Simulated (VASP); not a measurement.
Write the native input for VASP 6.6.1 that does the following.

```yaml
Task: relaxation of cell and atoms
Functional: PBE
Potentials_or_basis: VASP PAW PBE potentials, release 64 (B, C)
Cutoff: 520 eV
k_mesh: 8 × 8 × 8
Occupations: gaussian, width 0.15 eV
Spin: no spin polarisation
Further_INCAR_settings: PREC = Normal; ALGO = Fast; EDIFF = 0.0001; IBRION = 2; EDIFFG = -0.08; NSW = 24; ISIF = 3
```

The structure of B2C lies in POSCAR:

```
B2C
1.0
   -1.3973763300      1.3973763300      6.2222794900
    1.3973763300     -1.3973763300      6.2222794900
    1.3973763300      1.3973763300     -6.2222794900
B C
4 2
Direct
    0.4167000000      0.9167000000      0.5000000000
    0.0833000000      0.5833000000      0.5000000000
    0.3333000000      0.3333000000      0.0000000000
    0.6667000000      0.6667000000      0.0000000000
    0.0000000000      0.0000000000      0.0000000000
    0.7500000000      0.2500000000      0.5000000000
```

The cell was built by a generator and needn't be a form met in nature.

One way to write it, as run:

INCAR

```
SYSTEM = B2C
PREC = Normal ; ENCUT = 520
EDIFF = 1E-4 ; ISMEAR = 0
SIGMA = 0.15 ; LREAL = .False.
LASPH = .True. ; NELM = 60
ALGO = Fast ; ISIF = 3
LWAVE = .False. ; LCHARG = .False.
GGA = PE ; IBRION = 2
NSW = 24 ; EDIFFG = -0.08
```

KPOINTS

```
Automatic mesh
0
Gamma
  8 8 8
  0 0 0
```

Potentials or basis: VASP PAW PBE potentials, release 64 (B, C).

Run with:

```bash
$ cat potpaw_PBE.64/B/POTCAR potpaw_PBE.64/C/POTCAR > POTCAR
$ mpirun -np 1 vasp_std > vasp.out
```

Results of the run:

```
Relaxed volume                         : 7.35 Å³/atom
Relaxed cell                           : a = 6.187 Å, b = 6.187 Å, c = 6.187 Å, α = 154.41°, β = 154.41°, γ = 36.51°
Space group after relaxing (to 0.05 Å) : I4_1/amd (No. 141)
Energy gained by relaxing              : 433.4 meV/atom
Ionic steps                            : 7
Pressure after relaxing                : 0.0 GPa
Largest force after relaxing           : 0.003 eV/Å
Band gap on the k mesh                 : none (metal or under the smearing width)
```

Caveat: the k mesh is coarse (spacing up to 0.40 Å⁻¹), so the values aren't converged; the relaxation stopped at a loose force limit of 0.08 eV/Å, so its end isn't a converged minimum.

It took 96 s on 1 thread of Intel(R) Xeon(R) Platinum 8488C (Sapphire Rapids) (shared host), peak memory 0.22 GiB.
